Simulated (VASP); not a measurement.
Data:

```yaml
crystal:
  lattice:
    - [0.00000, 2.90557, 2.90557]
    - [2.90557, 0.00000, 2.90557]
    - [2.90557, 2.90557, 0.00000]
  atoms:
    - { symbol: Pb, position: [0.00000, 0.00000, 0.00000] }
    - { symbol: S, position: [0.50000, 0.50000, 0.50000] }
```

Level of theory: PBE GGA with D4 dispersion, VASP's PBE PAW potentials (set 64) (plane waves; VASP 6.6.1). Numerical set-up: 520 eV cut-off, 8×8×8 Γ-centred mesh, Gaussian smearing of 0.050 eV, potentials Pb_d S.

Unless said otherwise, spin-orbit coupling is left out, though it shifts the bands of the heavy elements here.

Predict the energy per atom (σ→0), pressure, band gap (on the k-mesh) with the smallest direct gap where there is one.

The band gap (on the k-mesh) is 0.12 eV and the smallest direct gap (on the k-mesh) comes out as 0.12 eV. The energy per atom (σ→0) is -457.0 kJ/mol of atoms and the pressure comes out as 4.11 GPa.

The absolute energy has meaning only against runs of the same code, potentials and settings.

The compound is PbS in the rock salt structure. This cell is one point of a volume scan, at 0.94 of the reference volume.
